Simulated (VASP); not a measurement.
Data:

```
FeGe
1.0
    4.51307     0.00000     0.00000
    0.00000     4.51307     0.00000
    0.00000     0.00000     4.51307
Fe Ge
4 4
Direct
  0.86296   0.63704   0.36296
  0.36296   0.86296   0.63704
  0.13704   0.13704   0.13704
  0.63704   0.36296   0.86296
  0.16038   0.33962   0.66038
  0.66038   0.16038   0.33962
  0.83962   0.83962   0.83962
  0.33962   0.66038   0.16038
```
Starting moments (μB, in the order of the record's atoms Fe Fe Fe Fe Ge Ge Ge Ge): 1.1 1.1 1.1 1.1 -0.1 -0.1 -0.1 -0.1.

Calculation: PBEsol GGA, VASP's PBE PAW potentials (set 64) (plane waves; VASP). Settings: 500 eV cut-off, 5×5×5 Γ-centred mesh, Gaussian smearing of 0.050 eV, potentials Fe Ge_d.

Energy and stress use the plane-wave basis of the starting cell.

**Question.** The ions, cell shape and volume at an external pressure of 20.0 GPa are relaxed. What does this cell relax into?

**Answer.** 
```
FeGe
1.0
    4.45589     0.00000     0.00000
    0.00000     4.45589     0.00000
    0.00000     0.00000     4.45589
Fe Ge
4 4
Direct
  0.86150   0.63850   0.36150
  0.36150   0.86150   0.63850
  0.13850   0.13850   0.13850
  0.63850   0.36150   0.86150
  0.15971   0.34029   0.65971
  0.65971   0.15971   0.34029
  0.84029   0.84029   0.84029
  0.34029   0.65971   0.15971
```
Space group P2_13 (198), at a tolerance of 0.03 Å. The cell ends with 0.00 μB, on the sites 0.00 0.00 0.00 0.00 0.00 0.00 0.00 0.00 μB.

**Question.** How do energy and volume change from the first to the last step?

**Answer.** The energy (σ→0) changes by +38.0 meV/atom and the volume by -3.8 %, in 6 ionic steps.

| step | E(σ→0) (eV) | max force (eV/Å) | pressure (GPa) | volume (Å³) |
|---|---|---|---|---|
| 1 | -56.8123 | 0.123 | 10.27 | 91.92 |
| 2 | -55.4387 | 0.456 | 42.71 | 82.95 |
| 3 | -56.5216 | 0.136 | 20.01 | 88.60 |
| 4 | -56.5134 | 0.140 | 20.29 | 88.53 |
| 5 | -56.5115 | 0.062 | 20.14 | 88.50 |
| 6 | -56.5086 | 0.003 | 20.07 | 88.47 |

The compound is FeGe in the B20 structure. This run relaxes it under an external pressure of 20 GPa. Symmetry was kept, so distortions that lower it aren't found.
